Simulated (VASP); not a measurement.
A run of VASP 6.6.1:

File POSCAR:

```
C
1.0
    0.0000000000      1.7774500000      1.7774500000
    1.7774500000      0.0000000000      1.7774500000
    1.7774500000      1.7774500000      0.0000000000
C
2
Direct
    0.5000000000      0.5000000000      0.5000000000
    0.7500000000      0.7500000000      0.7500000000
```

File INCAR.step1:

```
SYSTEM = C
PREC = Accurate
ENCUT = 520
EDIFF = 1E-5
ISMEAR = 0
SIGMA = 0.02
LREAL = .FALSE.
LASPH = .TRUE.
NELM = 80
ALGO = Normal
ISIF = 2
LWAVE = .TRUE.
LCHARG = .FALSE.
GGA = PE
```

File INCAR.step2:

```
SYSTEM = C
PREC = Accurate
ENCUT = 520
EDIFF = 1E-7
ISMEAR = 0
SIGMA = 0.02
LREAL = .FALSE.
LASPH = .TRUE.
NELM = 80
ALGO = Normal
ISIF = 2
LWAVE = .FALSE.
LCHARG = .FALSE.
GGA = PE
LHFCALC = .TRUE.
HFSCREEN = 0.2
PRECFOCK = Fast
ISTART = 1
```

KPOINTS

```
regular mesh
0
G
  8 8 8
  0 0 0
```

Potentials or basis: VASP PAW PBE potentials, release 64 (C).

Command:

```console
$ cat potpaw_PBE.64/C/POTCAR > POTCAR
$ cp INCAR.step1 INCAR
$ mpirun -np 1 vasp_std > vasp.out
$ cp INCAR.step2 INCAR
$ mpirun -np 1 vasp_std > vasp.out
```

Hardware: 1 thread of Intel(R) Xeon(R) 6975P-C (Granite Rapids) (shared host).

Task: How long does it take, and how much memory?

Result: It took 110 s on 1 thread of Intel(R) Xeon(R) 6975P-C (Granite Rapids) (shared host), peak memory 0.22 GiB. Counts: scf iterations 10, k points 29.
